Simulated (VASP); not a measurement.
The system is GeSb4Te7.

```
Ge Sb Te
1.0
     4.28930    0.00000    0.00000
    -2.14465    3.71464    0.00000
     0.00000    0.00000   24.63778
Ge Sb Te
1 4 7
Direct
  0.00000 0.00000 0.50000
  0.66667 0.33333 0.91890
  0.33333 0.66667 0.34975
  0.33333 0.66667 0.08110
  0.66667 0.33333 0.65025
  0.33333 0.66667 0.84973
  0.66667 0.33333 0.15027
  0.00000 0.00000 0.71898
  0.66667 0.33333 0.43139
  0.33333 0.66667 0.56861
  0.00000 0.00000 0.00000
  0.00000 0.00000 0.28102
```

The cell is a database's computed one.

* Program: VASP 6.6.1
* Task: relaxation of cell and atoms
* Functional: LDA
* Potentials or basis: VASP PAW LDA potentials, release 64 (Ge_d, Sb, Te)
* Cutoff: 600 eV
* k mesh: 9 × 9 × 2
* Occupations: gaussian, width 0.03 eV
* Spin: no spin polarisation

At the start: pressure -2.5 GPa; volume 32.71 Å³/atom.

Where does the relaxation end?

Over 38 steps the energy falls by 26.6 meV/atom and the volume is 29.84 Å³/atom (-8.8 %); space group P-3m1 (No. 164, to 0.05 Å).

The path:
| step | energy change (eV) | largest force (eV/Å) | pressure (GPa) | volume (Å³) |
| --- | --- | --- | --- | --- |
| 1 | 0.0000 | 0.0826 | -2.55 | 392.56 |
| 2 | -0.1164 | 0.5879 | 1.53 | 363.73 |
| 3 | -0.1616 | 0.3555 | -0.01 | 373.26 |
| 4 | -0.1840 | 0.2560 | 0.00 | 371.48 |
| 5 | -0.1968 | 0.2045 | 0.03 | 368.71 |
| 6 | -0.2105 | 0.1922 | -0.03 | 368.19 |
| 7 | -0.2402 | 0.1721 | -0.19 | 366.57 |
| 8 | -0.2450 | 0.4490 | -0.40 | 363.15 |
| 9 | -0.2523 | 0.3089 | -0.30 | 364.73 |
| 10 | -0.2645 | 0.3066 | -0.04 | 362.25 |
| 11 | -0.2741 | 0.2980 | 0.74 | 355.99 |
| 12 | -0.2804 | 0.2793 | 0.72 | 355.72 |
| 13 | -0.2941 | 0.2229 | 0.63 | 354.91 |
| 14 | -0.2956 | 0.1132 | 0.53 | 353.30 |
| 15 | -0.2995 | 0.1656 | 0.56 | 354.07 |
| 16 | -0.3060 | 0.1536 | 0.23 | 356.13 |
| 17 | -0.3080 | 0.1433 | -0.10 | 358.13 |
| 18 | -0.3096 | 0.1243 | -0.09 | 358.12 |
| 19 | -0.3134 | 0.0680 | -0.04 | 358.10 |
| 20 | -0.3150 | 0.0523 | 0.05 | 358.05 |
| 21 | -0.3153 | 0.0460 | 0.03 | 358.07 |
| 22 | -0.3159 | 0.0395 | -0.02 | 358.35 |
| 23 | -0.3169 | 0.0417 | -0.09 | 358.98 |
| 24 | -0.3168 | 0.0458 | -0.23 | 360.25 |
| 25 | -0.3172 | 0.0438 | -0.15 | 359.56 |
| 26 | -0.3176 | 0.0474 | -0.11 | 359.35 |
| 27 | -0.3180 | 0.0537 | -0.03 | 358.98 |
| 28 | -0.3181 | 0.0665 | 0.10 | 358.26 |
| 29 | -0.3182 | 0.0612 | 0.02 | 358.58 |
| 30 | -0.3185 | 0.0502 | 0.02 | 358.54 |
| 31 | -0.3190 | 0.0165 | 0.01 | 358.42 |
| 32 | -0.3190 | 0.0227 | 0.00 | 358.39 |
| 33 | -0.3190 | 0.0191 | 0.00 | 358.38 |
| 34 | -0.3192 | 0.0128 | 0.00 | 358.34 |
| 35 | -0.3193 | 0.0228 | -0.01 | 358.26 |
| 36 | -0.3193 | 0.0191 | 0.00 | 358.12 |
| 37 | -0.3194 | 0.0130 | 0.03 | 357.88 |
| 38 | -0.3194 | 0.0088 | -0.02 | 358.08 |

Final structure:
```cif
data_structure
_symmetry_space_group_name_H-M 'P 1'
_symmetry_Int_Tables_number 1
_cell_length_a 4.2333
_cell_length_b 4.2333
_cell_length_c 23.0720
_cell_angle_alpha 90.000
_cell_angle_beta 90.000
_cell_angle_gamma 120.000
_cell_volume 358.08
loop_
_atom_site_label
_atom_site_type_symbol
_atom_site_fract_x
_atom_site_fract_y
_atom_site_fract_z
_atom_site_occupancy
Ge1 Ge 0.00000 0.00000 0.50000 1
Sb1 Sb 0.66667 0.33333 0.91551 1
Sb2 Sb 0.33333 0.66667 0.34352 1
Sb3 Sb 0.33333 0.66667 0.08449 1
Sb4 Sb 0.66667 0.33333 0.65648 1
Te1 Te 0.33333 0.66667 0.84133 1
Te2 Te 0.66667 0.33333 0.15867 1
Te3 Te 0.00000 0.00000 0.73057 1
Te4 Te 0.66667 0.33333 0.42890 1
Te5 Te 0.33333 0.66667 0.57110 1
Te6 Te 0.00000 0.00000 0.00000 1
Te7 Te 0.00000 0.00000 0.26943 1
```
